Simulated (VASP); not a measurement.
# Band edges against the vacuum: InP(110), part 2 of 3

Where do the bulk band edges lie against the vacuum outside InP(110)?

VASP 6.6.1; PBE; plane waves and PAW (In, P).

So far. Step 2 (Relaxing the bulk crystal): The run ended after 3 ionic steps, 0.047 eV below its first step, once forces and stress met EDIFFG = -0.02. Step 3 (Relax the host again, on a new basis): The start already met the threshold, so nothing moved. The relaxed cell has a = 5.999 Å (conventional setting).

### Step 4. Band edges of the bulk

A static bulk run at the slab's cutoff gives the band edges and the core potentials that tie them to the slab.

Contents of INCAR:

```
SYSTEM = InP
PREC = Normal
ENCUT = 320
EDIFF = 1E-06
NELM = 120
ISMEAR = 0
SIGMA = 0.03
LREAL = .FALSE.
ALGO = Normal
GGA = PE
NBANDS = 10
LORBIT = 11
LWAVE = .FALSE.
LCHARG = .FALSE.
KPAR = 4
```

Contents of POSCAR:

```
InP
1.0
    0.0000000000      2.9993938375      2.9993938375
    2.9993938375      0.0000000000      2.9993938375
    2.9993938375      2.9993938375      0.0000000000
In P
1 1
Direct
    0.0000000000      0.0000000000      0.0000000000
    0.2500000000      0.2500000000      0.2500000000
```

Contents of KPOINTS:

```
Automatic mesh
0
Gamma
13 13 13
0 0 0
```

The projector-augmented-wave data sets are In and P (PBE family, release 64).

Launch:

```bash
mpirun -np 4 vasp_std
```

Output:

```text
[... set-up lines as in an earlier step ...]
 entering main loop
       N       E                     dE             d eps       ncg     rms          rms(c)
DAV:   1     0.108951152325E+02    0.10895E+02   -0.23781E+03  1712   0.416E+02
DAV:   2    -0.794940670683E+01   -0.18845E+02   -0.18127E+02  2190   0.752E+01
DAV:   3    -0.874747559095E+01   -0.79807E+00   -0.79690E+00  2080   0.163E+01
DAV:   4    -0.875318630753E+01   -0.57107E-02   -0.57098E-02  2066   0.163E+00
DAV:   5    -0.875324807478E+01   -0.61767E-04   -0.61766E-04  2060   0.161E-01    0.539E+00
DAV:   6    -0.839401844486E+01    0.35923E+00   -0.94397E-01  1766   0.333E+00    0.312E+00
DAV:   7    -0.834883832920E+01    0.45180E-01   -0.22157E-01  1916   0.185E+00    0.129E+00
DAV:   8    -0.834527014437E+01    0.35682E-02   -0.17707E-02  1856   0.645E-01    0.253E-01
DAV:   9    -0.834535021832E+01   -0.80074E-04   -0.13044E-03  1932   0.171E-01    0.137E-01
DAV:  10    -0.834560179508E+01   -0.25158E-03   -0.37223E-04  1848   0.109E-01    0.164E-02
DAV:  11    -0.834561772451E+01   -0.15929E-04   -0.39145E-05  2244   0.286E-02    0.150E-02
DAV:  12    -0.834562003918E+01   -0.23147E-05   -0.64497E-06  1858   0.133E-02    0.166E-03
DAV:  13    -0.834561989456E+01    0.14462E-06   -0.19126E-07  1152   0.253E-03
   1 F= -.83456199E+01 E0= -.83456199E+01  d E =-.736214E-14
```

It took 2.2 s on 4 MPI ranks of Intel Xeon 6975P-C (Granite Rapids), shared host; peak memory 0.54 GiB.

OUTCAR, selected parts (step 4):

```text
The static configuration has the point symmetry T_d .

 Found     84 irreducible k-points:

   k-points           NKPTS =     84   k-points in BZ     NKDIM =     84   number of bands    NBANDS=     10

   dimension x,y,z NGX =    20 NGY =   20 NGZ =   20
   dimension x,y,z NGXF=    40 NGYF=   40 NGZF=   40

   ENCUT  =  320.0 eV  23.52 Ry    4.85 a.u.   6.19  6.19  6.19*2*pi/ulx,y,z

   NELECT =       8.0000    total number of electrons

 E-fermi :   3.3706

 k-point     1 :       0.0000    0.0000    0.0000
  band No.  band energies     occupation
      1      -7.8106      2.00000
      2       3.2303      2.00000
      3       3.2303      2.00000
      4       3.2303      2.00000
      5       3.6128      0.00000
      6       7.3579      0.00000
      7       7.3579      0.00000
      8       7.3579      0.00000
      9      11.5292      0.00000
    ...

 k-point     2 :       0.0769    0.0000    0.0000
  band No.  band energies     occupation
      1      -7.7561      2.00000
      2       2.3621      2.00000
      3       3.1636      2.00000
      4       3.1636      2.00000
      5       4.2949      0.00000
      6       7.3622      0.00000
      7       7.4627      0.00000
      8       7.4627      0.00000
      9      11.8752      0.00000
    ...

  Total        0.0107305      0.0107305      0.0107305      0.0000000      0.0000000      0.0000000
  in kB        0.3185656      0.3185656      0.3185656      0.0000000      0.0000000      0.0000000
  external PRESSURE =       0.3185656 kB  Pullay stress =       0.0000000 kB

  energy-cutoff  :      320.00
  volume of cell :       53.97
      direct lattice vectors                 reciprocal lattice vectors
     0.000000000  2.999393837  2.999393837    -0.166700349  0.166700349  0.166700349
     2.999393837  0.000000000  2.999393837     0.166700349 -0.166700349  0.166700349
     2.999393837  2.999393837  0.000000000     0.166700349  0.166700349 -0.166700349

 POSITION                                       TOTAL-FORCE (eV/Angst)
 -----------------------------------------------------------------------------------
      0.00000      0.00000      0.00000         0.000000      0.000000      0.000000
      1.49970      1.49970      1.49970        -0.000000     -0.000000     -0.000000
 -----------------------------------------------------------------------------------
    total drift:                               -0.000000     -0.000000     -0.000000

  FREE ENERGIE OF THE ION-ELECTRON SYSTEM (eV)
  ---------------------------------------------------
  free  energy   TOTEN  =        -8.3456198946 eV

  energy  without entropy=       -8.3456198946  energy(sigma->0) =       -8.34561989

 total charge
# of ion       s       p       d       tot
------------------------------------------
    1        1.180   1.358   0.214   2.752
    2        1.039   1.461   0.000   2.500
--------------------------------------------------
tot          2.220   2.819   0.214   5.252

[... 3 parts as in an earlier step ...]

[... 6 further parts left out ...]
```

The gap is read on the k-mesh alone, so it is an upper bound where the band edges lie off the mesh.

Numbers from this step:

```
free energy (TOTEN)            : -8.346 eV
Fermi energy                   : 3.371 eV
metallic                       : no
gap on the k-mesh              : 0.3825 eV
least direct gap on the k-mesh : 0.3825 eV
```

### Step 5. Surface relaxation

System of this step: InP(110). The cell holds 18 atoms: 9 In and 9 P. Cell: a = 4.242 Å, b = 5.999 Å, c = 32.967 Å, α = 90.0°, β = 90.0°, γ = 90.0°. It derives from InP. 9 layers, cut at this functional's lattice. Vacuum lies along c.

All atoms relax at the fixed cell.

Contents of INCAR:

```
SYSTEM = InP
PREC = Normal
ENCUT = 320
EDIFF = 1E-05
NELM = 120
ISMEAR = 0
SIGMA = 0.03
LREAL = Auto
ALGO = Fast
GGA = PE
NBANDS = 54
LORBIT = 11
LWAVE = .FALSE.
LCHARG = .FALSE.
KPAR = 2
NCORE = 2
IBRION = 2
NSW = 60
ISIF = 2
EDIFFG = -0.03
POTIM = 0.4
MAXMIX = 40
IDIPOL = 3
LDIPOL = .TRUE.
DIPOL = 0.5 0.5 0.5
```

Contents of POSCAR:

```
InP
1.0
    4.2417834439      0.0000000000      0.0000000000
    0.0000000000      5.9987876750      0.0000000000
    0.0000000000      0.0000000000     32.9671337756
In P
9 9
Direct
    0.0000000000      0.0000000000      0.2426659200
    0.5000000000      0.5000000000      0.3069994400
    0.0000000000      0.0000000000      0.3713329600
    0.5000000000      0.5000000000      0.4356664800
    0.0000000000      0.0000000000      0.5000000000
    0.5000000000      0.5000000000      0.5643335200
    0.0000000000      0.0000000000      0.6286670400
    0.5000000000      0.5000000000      0.6930005600
    0.0000000000      0.0000000000      0.7573340800
    0.0000000000      0.7500000000      0.3069994400
    0.5000000000      0.2500000000      0.2426659200
    0.0000000000      0.7500000000      0.4356664800
    0.5000000000      0.2500000000      0.3713329600
    0.0000000000      0.7500000000      0.5643335200
    0.5000000000      0.2500000000      0.5000000000
    0.0000000000      0.7500000000      0.6930005600
    0.5000000000      0.2500000000      0.6286670400
    0.5000000000      0.2500000000      0.7573340800
```

Contents of KPOINTS:

```
Automatic mesh
0
Gamma
6 4 1
0 0 0
```

Launch:

```bash
mpirun -np 4 vasp_std
```

Output:

```text
[banner, memory and clock lines left out]
running    4 mpi-ranks, on    1 nodes
 distrk:  each k-point on    2 cores,    2 groups
 distr:  one band on    2 cores,    1 groups

 POSCAR found type information on POSCAR InP
 POSCAR found :  2 types and      18 ions
 LDA part: xc-table for (Slater+PW92), standard interpolation
 POSCAR, INCAR and KPOINTS ok, starting setup
 FFT: planning ... GRIDC
 FFT: planning ... GRID_SOFT
 FFT: planning ... GRID
 WAVECAR not read
 entering main loop
       N       E                     dE             d eps       ncg     rms          rms(c)
DAV:   1     0.303250119441E+03    0.30325E+03   -0.17808E+04  1296   0.673E+02
DAV:   2    -0.354490797202E+02   -0.33870E+03   -0.32673E+03  1722   0.146E+02
DAV:   3    -0.748362816707E+02   -0.39387E+02   -0.38901E+02  1566   0.514E+01
DAV:   4    -0.766000476242E+02   -0.17638E+01   -0.17557E+01  1792   0.126E+01
DAV:   5    -0.766631239516E+02   -0.63076E-01   -0.63045E-01  1744   0.224E+00    0.159E+01
RMM:   6    -0.725033343247E+02    0.41598E+01   -0.63617E+00  1296   0.517E+00    0.901E+00
RMM:   7    -0.722167176389E+02    0.28662E+00   -0.62900E+00  1296   0.494E+00    0.303E+00
RMM:   8    -0.720825144964E+02    0.13420E+00   -0.11213E+00  1296   0.270E+00    0.834E-01
RMM:   9    -0.720575938752E+02    0.24921E-01   -0.86854E-02  1333   0.992E-01    0.428E-01
RMM:  10    -0.720618723684E+02   -0.42785E-02   -0.34675E-02  1520   0.479E-01    0.362E-01
RMM:  11    -0.720636139113E+02   -0.17415E-02   -0.14738E-02  1296   0.298E-01    0.212E-01
RMM:  12    -0.720628285388E+02    0.78537E-03   -0.17744E-03  1317   0.139E-01    0.967E-02
RMM:  13    -0.720629167298E+02   -0.88191E-04   -0.50953E-04  1453   0.665E-02    0.835E-02
RMM:  14    -0.720629380370E+02   -0.21307E-04   -0.71627E-05  1198   0.254E-02    0.849E-02
RMM:  15    -0.720629403708E+02   -0.23338E-05   -0.13795E-05   872   0.116E-02
   1 F= -.72062940E+02 E0= -.72062940E+02  d E =-.720629E+02
 curvature:   0.00 expect dE= 0.000E+00 dE for cont linesearch  0.000E+00
 trial: gam= 0.00000 g(F)=  0.330E+00 g(S)=  0.000E+00 ort = 0.000E+00 (trialstep = 0.100E+01)
 search vector abs. value=  0.330E+00
 bond charge predicted
       N       E                     dE             d eps       ncg     rms          rms(c)
DAV:   1    -0.723343584688E+02   -0.27142E+00   -0.30048E+00  1456   0.450E+00    0.850E-01
RMM:   2    -0.723500258930E+02   -0.15667E-01   -0.17952E-01  1296   0.133E+00    0.433E-01
RMM:   3    -0.723524127614E+02   -0.23869E-02   -0.36377E-02  1328   0.632E-01    0.388E-01
RMM:   4    -0.723515894853E+02    0.82328E-03   -0.57362E-03  1356   0.291E-01    0.428E-01
RMM:   5    -0.723515789298E+02    0.10556E-04   -0.73058E-03  1296   0.215E-01    0.384E-01
RMM:   6    -0.723525937463E+02   -0.10148E-02   -0.37317E-03  1319   0.145E-01    0.408E-01
RMM:   7    -0.723530496270E+02   -0.45588E-03   -0.15192E-03  1618   0.897E-02    0.486E-01
RMM:   8    -0.723530244877E+02    0.25139E-04   -0.75890E-04  1296   0.620E-02    0.336E-01
RMM:   9    -0.723520617857E+02    0.96270E-03   -0.22464E-03  1434   0.895E-02    0.116E-01
RMM:  10    -0.723519356976E+02    0.12609E-03   -0.10353E-03  1296   0.696E-02    0.302E-02
RMM:  11    -0.723520059789E+02   -0.70281E-04   -0.35711E-04  1493   0.435E-02    0.128E-02
RMM:  12    -0.723520241475E+02   -0.18169E-04   -0.25388E-05   964   0.150E-02    0.992E-03
RMM:  13    -0.723520266849E+02   -0.25374E-05   -0.25376E-05  1018   0.120E-02
   2 F= -.72352027E+02 E0= -.72352027E+02  d E =-.289086E+00
[... from here on, the cycles between the ionic steps are left out ...]
   3 F= -.72753476E+02 E0= -.72753476E+02  d E =-.690536E+00
   4 F= -.72997657E+02 E0= -.72997657E+02  d E =-.244181E+00
   5 F= -.73193670E+02 E0= -.73193670E+02  d E =-.440194E+00
   6 F= -.73194861E+02 E0= -.73194861E+02  d E =-.441385E+00
   7 F= -.73231340E+02 E0= -.73231340E+02  d E =-.364793E-01
   8 F= -.73231367E+02 E0= -.73231367E+02  d E =-.365060E-01
   9 F= -.73244980E+02 E0= -.73244980E+02  d E =-.136133E-01
  10 F= -.73250423E+02 E0= -.73250423E+02  d E =-.190561E-01
  11 F= -.73260630E+02 E0= -.73260630E+02  d E =-.102066E-01
  12 F= -.73261266E+02 E0= -.73261266E+02  d E =-.108429E-01
  13 F= -.73263285E+02 E0= -.73263285E+02  d E =-.128624E-01
  14 F= -.73266260E+02 E0= -.73266260E+02  d E =-.297470E-02
  15 F= -.73266272E+02 E0= -.73266272E+02  d E =-.298626E-02
  16 F= -.73266277E+02 E0= -.73266277E+02  d E =-.299150E-02
  17 F= -.73267761E+02 E0= -.73267761E+02  d E =-.148413E-02
  18 F= -.73268616E+02 E0= -.73268616E+02  d E =-.233883E-02
  19 F= -.73269603E+02 E0= -.73269603E+02  d E =-.987652E-03
  20 F= -.73269863E+02 E0= -.73269863E+02  d E =-.124701E-02
  21 F= -.73270520E+02 E0= -.73270520E+02  d E =-.657269E-03
  22 F= -.73270591E+02 E0= -.73270591E+02  d E =-.728276E-03
  23 F= -.73270610E+02 E0= -.73270610E+02  d E =-.747803E-03
  24 F= -.73270619E+02 E0= -.73270619E+02  d E =-.756634E-03
  25 F= -.73270630E+02 E0= -.73270630E+02  d E =-.767501E-03
  26 F= -.73271438E+02 E0= -.73271438E+02  d E =-.807897E-03
  27 F= -.73270872E+02 E0= -.73270872E+02  d E =-.241795E-03
  28 F= -.73271814E+02 E0= -.73271814E+02  d E =-.118336E-02
 curvature:  -6.26 expect dE=-0.288E-02 dE for cont linesearch -0.265E-04
 trial: gam= 1.31729 g(F)=  0.460E-03 g(S)=  0.000E+00 ort =-0.638E-04 (trialstep = 0.181E+01)
 search vector abs. value=  0.196E-02
 bond charge predicted
       N       E                     dE             d eps       ncg     rms          rms(c)
DAV:   1    -0.732717351376E+02    0.73798E-04   -0.62429E-02  1320   0.701E-01    0.994E-02
RMM:   2    -0.732719983013E+02   -0.26316E-03   -0.35648E-03  1296   0.206E-01    0.545E-02
RMM:   3    -0.732720505333E+02   -0.52232E-04   -0.62712E-04  1302   0.943E-02    0.383E-02
RMM:   4    -0.732720706648E+02   -0.20132E-04   -0.19460E-04  1420   0.482E-02    0.318E-02
RMM:   5    -0.732720783739E+02   -0.77091E-05   -0.43313E-05  1069   0.206E-02
  29 F= -.73272078E+02 E0= -.73272078E+02  d E =-.264847E-03
 trial-energy change:   -0.000265  1 .order   -0.000285   -0.000678    0.000108
 step:   1.5580(harm=  1.5580)  dis= 0.00447  next Energy=   -73.272106 (dE=-0.293E-03)
 reached required accuracy - stopping structural energy minimisation
```

Wall time 3.8 min (4 MPI ranks); peak memory 1.1 GiB.

From OUTCAR (step 5):

```text
   k-points           NKPTS =     12   k-points in BZ     NKDIM =     12   number of bands    NBANDS=     54

   ENCUT  =  320.0 eV  23.52 Ry    4.85 a.u.   6.19  8.75 48.09*2*pi/ulx,y,z

   NELECT =      72.0000    total number of electrons

 dipolmoment           0.000000      0.000000      0.000000 electrons x Angstroem

 E-fermi :  -0.1713

 k-point     1 :       0.0000    0.0000    0.0000
  band No.  band energies     occupation
    ...
     32      -0.5632      2.00000
     33      -0.4888      2.00000
     34      -0.4644      2.00000
     35      -0.3940      2.00000
     36      -0.3166      2.00000
     37       0.4825      0.00000
     38       1.1049      0.00000
     39       1.5704      0.00000
     40       1.6482      0.00000
     41       1.7872      0.00000
    ...

  Total       -1.7799850     -0.8412965     -0.3754674      0.0000000      0.0000000      0.0000000
  in kB       -3.3996463     -1.6068173     -0.7171164      0.0000000      0.0000000      0.0000000
  external PRESSURE =      -1.9078600 kB  Pullay stress =       0.0000000 kB

 POSITION                                       TOTAL-FORCE (eV/Angst)
 -----------------------------------------------------------------------------------
      0.00000      0.34910      8.43852        -0.000000      0.007804      0.007456
      2.12089      2.92203     10.01061        -0.000000     -0.010405      0.006802
      0.00000      5.94074     12.26776        -0.000000     -0.006695      0.000456
      2.12089      2.92647     14.34368         0.000000      0.013281     -0.015012
      4.24178      5.94274     16.48357        -0.000000     -0.019978      0.000000
      2.12089      2.92647     18.62345         0.000000      0.013281      0.015012
      0.00000      5.94074     20.69938        -0.000000     -0.006695     -0.000456
      2.12089      2.92203     22.95652        -0.000000     -0.010405     -0.006802
      0.00000      0.34910     24.52862        -0.000000      0.007804     -0.007456
      0.00000      4.42433     10.13459         0.000000     -0.010153      0.007611
      2.12089      1.60502      7.75898        -0.000000      0.012283     -0.025090
      4.24178      4.43046     14.37117        -0.000000      0.003532     -0.000019
      2.12089      1.45419     12.19904         0.000000     -0.006352      0.000387
      4.24178      4.43046     18.59597        -0.000000      0.003532      0.000019
      2.12089      1.44137     16.48357        -0.000000      0.013390      0.000000
      0.00000      4.42433     22.83255        -0.000000     -0.010153     -0.007611
      2.12089      1.45419     20.76809         0.000000     -0.006352     -0.000387
      2.12089      1.60502     25.20816        -0.000000      0.012283      0.025090
 -----------------------------------------------------------------------------------
    total drift:                                0.000000      0.006002     -0.000002

  FREE ENERGIE OF THE ION-ELECTRON SYSTEM (eV)
  ---------------------------------------------------
  free  energy   TOTEN  =       -73.2720783739 eV

  energy  without entropy=      -73.2720783739  energy(sigma->0) =      -73.27207837

 vacuum level on the upper side and lower side of the slab         4.745         4.745

[... 1 part as in an earlier step ...]

[... 15 further parts left out ...]
```

The run keeps the 4 symmetry operations of its start, so it cannot find a distortion of lower symmetry.

The steps of the relaxation (22 of 29):

```
step  energy less that of the first step (eV)  largest force (eV/Å)
   1                                   0.0000                1.5317
   2                                  -0.2891                1.2655
   4                                  -0.9347                0.5668
   5                                  -1.1307                0.4098
   6                                  -1.1319                0.3823
   8                                  -1.1684                0.1749
   9                                  -1.1820                0.1327
  10                                  -1.1875                0.1418
  12                                  -1.1983                0.1371
  13                                  -1.2003                0.0936
  14                                  -1.2033                0.0495
  16                                  -1.2033                0.0551
  17                                  -1.2048                0.0371
  18                                  -1.2057                0.0422
  20                                  -1.2069                0.0428
  21                                  -1.2076                0.0328
  22                                  -1.2077                0.0326
  24                                  -1.2077                0.0357
  25                                  -1.2077                0.0421
  26                                  -1.2085                0.0311
  28                                  -1.2089                0.0409
  29                                  -1.2091                0.0279
```

The atoms that moved most (Å):

```
atom     dx      dy      dz  length
 In9  0.000   0.349  -0.439   0.561
 In1  0.000   0.349   0.439   0.561
 P11  0.000   0.105  -0.241   0.263
 P18  0.000   0.105   0.241   0.263
 In8  0.000  -0.077   0.110   0.135
 In2  0.000  -0.077  -0.110   0.135
 P10  0.000  -0.075   0.014   0.076
 P16  0.000  -0.075  -0.014   0.076
```

The relaxed structure:

```cif
data_structure
_symmetry_space_group_name_H-M 'P 1'
_symmetry_Int_Tables_number 1
_cell_length_a 4.2418
_cell_length_b 5.9988
_cell_length_c 32.9671
_cell_angle_alpha 90.000
_cell_angle_beta 90.000
_cell_angle_gamma 90.000
_cell_volume 838.87
loop_
_atom_site_label
_atom_site_type_symbol
_atom_site_fract_x
_atom_site_fract_y
_atom_site_fract_z
_atom_site_occupancy
In1 In 0.00000 0.05820 0.25597 1
In2 In 0.50000 0.48710 0.30365 1
In3 In 0.00000 0.99032 0.37212 1
In4 In 0.50000 0.48784 0.43509 1
In5 In 0.00000 0.99066 0.50000 1
In6 In 0.50000 0.48784 0.56491 1
In7 In 0.00000 0.99032 0.62788 1
In8 In 0.50000 0.48710 0.69635 1
In9 In 0.00000 0.05820 0.74403 1
P10 P 0.00000 0.73754 0.30741 1
P11 P 0.50000 0.26756 0.23535 1
P12 P 0.00000 0.73856 0.43592 1
P13 P 0.50000 0.24241 0.37004 1
P14 P 0.00000 0.73856 0.56408 1
P15 P 0.50000 0.24028 0.50000 1
P16 P 0.00000 0.73754 0.69259 1
P17 P 0.50000 0.24241 0.62996 1
P18 P 0.50000 0.26756 0.76465 1
```

Numbers from this step:

* electronic cycles: 205
* electrons: 72
* free energy (TOTEN): -73.2721 eV
* Fermi energy: -0.1713 eV
* dipole moment: 0, 0, 0 e·Å
* gap on the k-mesh: 0.7991 eV
* least direct gap on the k-mesh: 0.7991 eV

The run ended after 29 ionic steps, 1.209 eV below its first step, once the forces on the free atoms met EDIFFG = -0.03.

(Part 2 of 3 ends here.)

[Lines on the potential files, build, host, timing and source positions are cut from VASP's logs without a mark.]

[Logs are printed without paths, hosts, clocks, repeated set-up lines and the standing remarks that a program may print on its own settings, such as how far it seeks lower states.]

[Hosts, paths, dates, database ids (printed as entryN), source tags and the programs' standing remarks are cut or masked in the printed files.]

[Runs that stopped without an error message from VASP are left out.]
